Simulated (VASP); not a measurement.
Level of theory: PBEsol GGA, VASP's PBE PAW potentials (set 64) (plane waves; VASP).

VASP input:

KPOINTS:
```
Automatic mesh
0
G
 7 7 13
0 0 0
```

**INCAR**
```
! general
SYSTEM  = Zr4CN3
PREC    = Accurate
ENCUT   = 520
LREAL   = .FALSE.
LASPH   = .TRUE.

! electronic loop
EDIFF   = 1E-7
NELM    = 100
ALGO    = Normal
LMAXMIX = 4

! smearing
ISMEAR  = -5

! functional
GGA     = PS

! ions
ISIF    = 2

! output
LWAVE   = .FALSE.
LCHARG  = .TRUE.
LORBIT  = 11
NEDOS   = 601

! other
LEFG    = .TRUE.
```

### POSCAR
```
Zr4CN3
1
   -0.0017264130     4.5854045258     4.5864819775
    4.5854045258    -0.0017264130     4.5864819775
    2.2918390564     2.2918390564     0.0000000000
Zr N C
4 3 1
Direct
  0.9986015178   0.9986015178   0.0027969645
  0.9982305373   0.5017694627   1.0000000000
  0.5017694627   0.9982305373   1.0000000000
  0.5013984822   0.5013984822   0.9972030355
  0.2500000000   0.2500000000   0.5000000000
  0.2500000000   0.7500000000   0.5000000000
  0.7500000000   0.2500000000   0.5000000000
  0.7500000000   0.7500000000   0.5000000000
```

POTCAR, in this order: Zr_sv N C (PBE.64 set). Program: vasp_std.

The resulting files:

### OSZICAR
```
       N       E                     dE             d eps       ncg     rms          rms(c)
DAV:   1     0.661055901921E+03    0.66106E+03   -0.36774E+04 14720   0.171E+03
DAV:   2    -0.394188301484E+02   -0.70047E+03   -0.68443E+03 17616   0.482E+02
DAV:   3    -0.957668842405E+02   -0.56348E+02   -0.55941E+02 22432   0.118E+02
DAV:   4    -0.988520586631E+02   -0.30852E+01   -0.30816E+01 21864   0.247E+01
DAV:   5    -0.989492047720E+02   -0.97146E-01   -0.97122E-01 20200   0.430E+00    0.470E+01
DAV:   6    -0.856570229294E+02    0.13292E+02   -0.83422E+01 16712   0.381E+01    0.203E+01
DAV:   7    -0.855296594614E+02    0.12736E+00   -0.70051E+00 20408   0.103E+01    0.114E+01
DAV:   8    -0.854774856076E+02    0.52174E-01   -0.46440E-01 19240   0.376E+00    0.132E+00
DAV:   9    -0.854744045504E+02    0.30811E-02   -0.10382E-01 19512   0.134E+00    0.616E-01
DAV:  10    -0.854746965299E+02   -0.29198E-03   -0.93744E-03 18320   0.680E-01    0.218E-01
DAV:  11    -0.854748355963E+02   -0.13907E-03   -0.12161E-03 19824   0.207E-01    0.413E-02
DAV:  12    -0.854748116658E+02    0.23930E-04   -0.76615E-05 19448   0.531E-02    0.262E-02
DAV:  13    -0.854748089639E+02    0.27019E-05   -0.78272E-06 21696   0.159E-02    0.850E-03
DAV:  14    -0.854748099561E+02   -0.99215E-06   -0.16366E-06 18184   0.731E-03    0.220E-03
DAV:  15    -0.854748095283E+02    0.42777E-06   -0.11710E-07 12088   0.211E-03    0.774E-04
DAV:  16    -0.854748094570E+02    0.71237E-07   -0.37515E-08 11656   0.106E-03
   1 F= -.85474809E+02 E0= -.85474809E+02  d E =0.000000E+00
```

**OUTCAR**
```
------------------------ aborting loop because EDIFF is reached ----------------------------------------
  FORCE on cell =-STRESS in cart. coord.  units (eV):
  Direction    XX          YY          ZZ          XY          YZ          ZX
  --------------------------------------------------------------------------------------
  Total       -0.0343557     -0.0343557     -0.0846822     -0.0228376      0.0000000      0.0000000
  in kB       -0.5707876     -0.5707876     -1.4069154     -0.3794259      0.0000000      0.0000000
  external PRESSURE =      -0.8494969 kB  Pullay stress =       0.0000000 kB
  volume of cell :       96.44
      direct lattice vectors                 reciprocal lattice vectors
    -0.001726413  4.585404526  4.586481978    -0.109000595  0.109000595  0.109016018
     4.585404526 -0.001726413  4.586481978     0.109000595 -0.109000595  0.109016018
     2.291839056  2.291839056  0.000000000     0.218165407  0.218165407 -0.218032035
 POSITION                                       TOTAL-FORCE (eV/Angst)
 -----------------------------------------------------------------------------------
      4.58368      4.58368      9.16014         0.000000      0.000000     -0.047151
      2.29909      4.57642      6.87972         0.018932     -0.018932     -0.000000
      4.57642      2.29909      6.87972        -0.018932      0.018932     -0.000000
      4.58368      4.58368      4.59931        -0.000000     -0.000000      0.047151
      2.29184      2.29184      2.29324         0.000000      0.000000     -0.000000
      4.58454      2.29098      4.58648         0.000000      0.000000     -0.000000
      2.29098      4.58454      4.58648         0.000000      0.000000     -0.000000
      4.58368      4.58368      6.87972         0.000000      0.000000     -0.000000
 -----------------------------------------------------------------------------------
    total drift:                                0.000000      0.000000      0.000000
  FREE ENERGIE OF THE ION-ELECTRON SYSTEM (eV)
  ---------------------------------------------------
  free  energy   TOTEN  =       -85.4748094570 eV

  energy  without entropy=      -85.4748094570  energy(sigma->0) =      -85.47480946

 total charge

# of ion       s       p       d       tot
------------------------------------------
    1        2.169   6.036   1.673   9.879
    2        2.174   6.043   1.688   9.905
    3        2.174   6.043   1.688   9.905
    4        2.169   6.036   1.673   9.879
    5        1.237   2.455   0.000   3.692
    6        1.236   2.461   0.000   3.697
    7        1.236   2.461   0.000   3.697
    8        0.878   1.532   0.000   2.411
--------------------------------------------------
tot         13.274  33.066   6.724  53.064

 Electric field gradients after diagonalization (V/A^2)
 (convention: |V_zz| > |V_xx| > |V_yy|)
----------------------------------------------------------------------
 ion       V_xx      V_yy      V_zz     asymmetry (V_yy - V_xx)/ V_zz
----------------------------------------------------------------------
   1      22.114    21.132   -43.247       0.023
   2     -23.831   -19.532    43.363       0.099
   3     -23.831   -19.532    43.363       0.099
   4      22.114    21.132   -43.247       0.023
   5       1.506     0.754    -2.260       0.333
   6       2.934     0.405    -3.339       0.757
   7       2.934     0.405    -3.339       0.757
   8      -0.614    -0.083     0.697       0.761
```
(Selected blocks of OUTCAR.)

For a metal the tetrahedron method with Blöchl corrections gives inexact stress and forces.

The structure was generated: Zr4CN3 was put into an ordered model structure (Cmmm), which need not be its known phase. It was relaxed first. The electron count is odd and the run is not spin-polarised, which forces a metal.
